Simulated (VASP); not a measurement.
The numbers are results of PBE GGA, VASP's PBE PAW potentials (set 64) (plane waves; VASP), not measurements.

VASP input:

**INCAR**
```
SYSTEM = MgC62
PREC = Normal
ENCUT = 400
EDIFF = 1E-6
NELM = 100
ALGO = Fast
LREAL = Auto
LASPH = .TRUE.
ISMEAR = 0
SIGMA = 0.05
GGA = PE
LWAVE = .FALSE.
LCHARG = .FALSE.
NELMIN = 4
ISYM = 0
NELECT = 252.0
ISPIN = 2
NUPDOWN = 2
MAGMOM = 63*0.0317
LORBIT = 11
LHYPERFINE = .TRUE.
```

KPOINTS:
```
Automatic mesh
0
Gamma
1 1 1
0 0 0
```

POSCAR:
```
MgC62
1
    7.1465551589     0.0000000000     0.0000000000
    0.0000000000     7.1465551589     0.0000000000
    0.0000000000     0.0000000000     7.1465551589
C Mg
62 1
Direct
  0.4994743200   0.9997769910   0.9994223035
  0.6202926486   0.1280627353   0.1277054776
  0.7472632927   0.2528758051   0.0025498755
  0.8721120384   0.3798371870   0.1277191644
  0.7472860431   0.0028748224   0.2525000774
  0.8721021953   0.1280179129   0.3795049203
  0.9986153949   0.0014791675   0.0012121362
  0.1222375919   0.1268888872   0.1265930426
  0.2467707727   0.2508572043   0.9989621673
  0.3716752129   0.3738747064   0.1238722924
  0.4996540449   0.5004705180   0.0002315741
  0.6262489551   0.6284208217   0.1238939070
  0.7492543102   0.7534022440   0.9989407463
  0.8732426047   0.8778956709   0.1265718826
  0.2467731333   0.9992354325   0.2505516659
  0.3716860345   0.1241547526   0.3735868444
  0.4846957998   0.2402672196   0.2398941921
  0.7598900495   0.5154639480   0.2399392646
  0.8759888344   0.6284432054   0.3735693633
  0.4996674604   0.0005116164   0.5001738837
  0.6262867379   0.1241511730   0.6281270332
  0.7598873149   0.2402256401   0.5151534133
  0.8759590943   0.3738586138   0.6281284799
  0.7492846215   0.9992513855   0.7530402655
  0.8733009459   0.1268867433   0.8775733626
  0.0003846447   0.5006854767   0.9994596759
  0.1227475245   0.6259348049   0.1230041337
  0.2503545797   0.7497958195   0.9985119720
  0.3742213438   0.8773826024   0.1230418841
  0.9972342806   0.2528522179   0.2525241982
  0.1237162063   0.3762705391   0.3759942234
  0.2474929688   0.5028307780   0.2480293115
  0.3636586261   0.6364382579   0.3610060728
  0.4972702202   0.7525726615   0.2480549863
  0.6238523028   0.8764115059   0.3759781391
  0.0003873616   0.9997271015   0.5003314102
  0.1227474327   0.1233223654   0.6256078427
  0.2475513029   0.2482962846   0.5025359369
  0.3636757027   0.3612277011   0.6361396012
  0.6389048344   0.6364860921   0.6361265462
  0.7518336497   0.7526245601   0.5024945654
  0.8768433604   0.8774283603   0.6255895747
  0.2503590175   0.9987779378   0.7495131219
  0.3742288779   0.1233411226   0.8771090174
  0.4973245446   0.2483049611   0.7523093897
  0.6238664670   0.3762923771   0.8760950502
  0.7517864896   0.5028184673   0.7522603390
  0.8767735910   0.6259272853   0.8770839098
  0.0008964692   0.7534026649   0.2505281300
  0.1232212554   0.8769257265   0.3758147846
  0.9996125970   0.5004562039   0.5001303483
  0.1262981095   0.6237997317   0.6235291822
  0.2514134540   0.7486685604   0.4965518630
  0.3763243863   0.8738202011   0.6234894974
  0.0009265281   0.2508557210   0.7530930001
  0.1232154503   0.3761067406   0.8766018578
  0.2515262901   0.4968420914   0.7483839514
  0.3763327763   0.6238232788   0.8735138918
  0.5033305847   0.7486645596   0.7483385571
  0.6240359081   0.8769101067   0.8765942300
  0.0013416528   0.7497940657   0.7495181922
  0.1250110980   0.8751042487   0.8748394134
  0.5617306589   0.4384474152   0.4380558627
```

POTCAR, in this order: C Mg (PBE.64 set). Program: vasp_gam. Read from the step before: WAVECAR.

Output

File OSZICAR:
```
       N       E                     dE             d eps       ncg     rms          rms(c)
DAV:   1    -0.530594061454E+03   -0.53059E+03   -0.42063E-05   824   0.148E-02    0.955E-03
RMM:   2    -0.530594058030E+03    0.34237E-05   -0.13443E-05   653   0.712E-03    0.615E-03
RMM:   3    -0.530594058895E+03   -0.86484E-06   -0.25747E-06   488   0.396E-03    0.307E-03
RMM:   4    -0.530594058740E+03    0.15446E-06   -0.42695E-07   438   0.147E-03
   1 F= -.53059406E+03 E0= -.53059406E+03  d E =-.854642E-16  mag=     2.0000
```

### OUTCAR
```
------------------------ aborting loop because EDIFF is reached ----------------------------------------
  FORCE on cell =-STRESS in cart. coord.  units (eV):
  Direction    XX          YY          ZZ          XY          YZ          ZX
  --------------------------------------------------------------------------------------
  Total       40.0805178     40.0807197     40.0731963      8.4785843     -8.4896918      8.4823423
  in kB      175.9355714    175.9364578    175.9034334     37.2171982    -37.2659552     37.2336939
  external PRESSURE =     175.9251542 kB  Pullay stress =       0.0000000 kB
  volume of cell :      365.00
      direct lattice vectors                 reciprocal lattice vectors
     7.146555159  0.000000000  0.000000000     0.139927556  0.000000000  0.000000000
     0.000000000  7.146555159  0.000000000     0.000000000  0.139927556  0.000000000
     0.000000000  0.000000000  7.146555159     0.000000000  0.000000000  0.139927556
 POSITION                                       TOTAL-FORCE (eV/Angst)
 -----------------------------------------------------------------------------------
      3.56952      7.14496      7.14243        -0.000768      0.001270      0.018567
      4.43296      0.91521      0.91265         0.014375     -0.019977     -0.017154
      5.34036      1.80719      0.01822         0.011354      0.001738      0.003114
      6.23260      2.71453      0.91275         0.009102     -0.008323     -0.013337
      5.34052      0.02055      1.80451        -0.007759      0.009307      0.010425
      6.23253      0.91489      2.71215         0.011934     -0.013338     -0.008603
      7.13666      0.01057      0.00866         0.006943      0.007272     -0.002282
      0.87358      0.90682      0.90470         0.003103     -0.009833     -0.007995
      1.76356      1.79276      7.13914        -0.007741     -0.007778      0.010690
      2.65620      2.67192      0.88526         0.008243     -0.002266      0.006960
      3.57081      3.57664      0.00165        -0.001567      0.004325     -0.023796
      4.47552      4.49104      0.88541         0.003911     -0.000812      0.004127
      5.35459      5.38423      7.13899         0.010231     -0.008801      0.014419
      6.24068      6.27393      0.90455         0.002748     -0.001875     -0.005971
      1.76358      7.14109      1.79058        -0.003232      0.018451     -0.002640
      2.65627      0.88728      2.66986         0.017360      0.014127     -0.014423
      3.46391      1.71708      1.71442        -0.013224     -0.002783      0.021314
      5.43060      3.68379      1.71474         0.002592      0.002793      0.004847
      6.26030      4.49120      2.66973        -0.012416     -0.005287     -0.012242
      3.57090      0.00366      3.57452        -0.003585     -0.019014      0.000493
      4.47579      0.88725      4.48894        -0.002723      0.011524     -0.003160
      5.43058      1.71679      3.68157        -0.001501      0.005047      0.000360
      6.26009      2.67180      4.48895        -0.007824     -0.005438     -0.007530
      5.35480      7.14121      5.38164         0.016275      0.013312      0.006420
      6.24109      0.90680      6.27163        -0.009543     -0.005433      0.002046
      0.00275      3.57818      7.14269        -0.014186     -0.003156      0.002818
      0.87722      4.47328      0.87906        -0.002890     -0.010029      0.012638
      1.78917      5.35846      7.13592        -0.006209      0.006927     -0.009464
      2.67439      6.27026      0.87933         0.011271      0.005473      0.000775
      7.12679      1.80702      1.80468         0.002037      0.003032      0.009062
      0.88414      2.68904      2.68706         0.009076     -0.006853     -0.012943
      1.76872      3.59351      1.77256         0.015342      0.008440      0.006824
      2.59891      4.54834      2.57995         0.000888     -0.007486     -0.013263
      3.55377      5.37830      1.77274        -0.001378     -0.002513      0.001595
      4.45839      6.26332      2.68695         0.005785     -0.009456     -0.010322
      0.00277      7.14460      3.57565        -0.008164      0.022470      0.006807
      0.87722      0.88133      4.47094         0.000392      0.002205     -0.006115
      1.76914      1.77446      3.59140         0.000228      0.007360      0.005609
      2.59903      2.58153      4.54621         0.017955     -0.004461     -0.000557
      4.56597      4.54868      4.54611         0.005420     -0.012529     -0.008995
      5.37302      5.37867      3.59111        -0.001746     -0.009792      0.014087
      6.26641      6.27059      4.47081        -0.011314     -0.008644     -0.006207
      1.78920      7.13782      5.35644        -0.010492     -0.000086      0.001010
      2.67445      0.88146      6.26831         0.005607      0.001118     -0.002988
      3.55416      1.77453      5.37642        -0.011401      0.006531     -0.013667
      4.45850      2.68919      6.26106        -0.002432     -0.006265     -0.010286
      5.37268      3.59342      5.37607         0.004394      0.014619     -0.002754
      6.26591      4.47322      6.26813        -0.001223     -0.010131      0.002753
      0.00641      5.38423      1.79041        -0.014332     -0.004208     -0.003987
      0.88061      6.26700      2.68578         0.002297     -0.008160     -0.007097
      7.14379      3.57654      3.57421         0.019632      0.005181      0.019490
      0.90260      4.45802      4.45609        -0.002776      0.005001      0.003149
      1.79674      5.35040      3.54864         0.002003      0.009036      0.014025
      2.68942      6.24480      4.45580        -0.005974      0.002889      0.013131
      0.00662      1.79275      5.38202        -0.021413     -0.008200     -0.008593
      0.88057      2.68787      6.26468         0.011472      0.002848      0.005873
      1.79755      3.55071      5.34837        -0.026233      0.011397      0.000224
      2.68948      4.45819      6.24262         0.000059      0.002478      0.007894
      3.59708      5.35037      5.34804        -0.021381      0.012643      0.009938
      4.45971      6.26689      6.26463        -0.001318      0.003745     -0.002822
      0.00959      5.35844      5.35647         0.000481      0.004897     -0.002724
      0.89340      6.25398      6.25209        -0.007244      0.012222      0.011280
      4.01444      3.13339      3.13059         0.011476     -0.016752     -0.010844
 -----------------------------------------------------------------------------------
    total drift:                               -0.018643      0.039236      0.022745
  FREE ENERGIE OF THE ION-ELECTRON SYSTEM (eV)
  ---------------------------------------------------
  free  energy   TOTEN  =      -530.5940587403 eV

  energy  without entropy=     -530.5940587403  energy(sigma->0) =     -530.59405874

 total charge

# of ion       s       p       d       tot
------------------------------------------
    1        0.838   1.783   0.000   2.622
    2        0.828   1.765   0.000   2.593
    3        0.828   1.760   0.000   2.587
    4        0.828   1.765   0.000   2.593
    5        0.827   1.760   0.000   2.587
    6        0.828   1.765   0.000   2.593
    7        0.830   1.764   0.000   2.594
    8        0.829   1.763   0.000   2.591
    9        0.833   1.772   0.000   2.605
   10        0.829   1.771   0.000   2.600
   11        0.827   1.764   0.000   2.591
   12        0.829   1.771   0.000   2.599
   13        0.833   1.772   0.000   2.605
   14        0.829   1.763   0.000   2.591
   15        0.833   1.772   0.000   2.605
   16        0.828   1.771   0.000   2.599
   17        0.837   1.830   0.000   2.667
   18        0.837   1.830   0.000   2.667
   19        0.829   1.771   0.000   2.600
   20        0.827   1.764   0.000   2.591
   21        0.829   1.771   0.000   2.600
...
```
(Selected blocks of OUTCAR.)

At this cut-off the stress carries a Pulay error, which pulls relaxed volumes low. The cell is charged, with a uniform compensating background.  The supercell is sampled at Γ alone, which is coarse: total energies, pressure and levels can be off, energies of defects by several tenths of an eV.

The cell is a supercell with a defect, built from C (diamond): Mg_C-vac_C, charge -2.
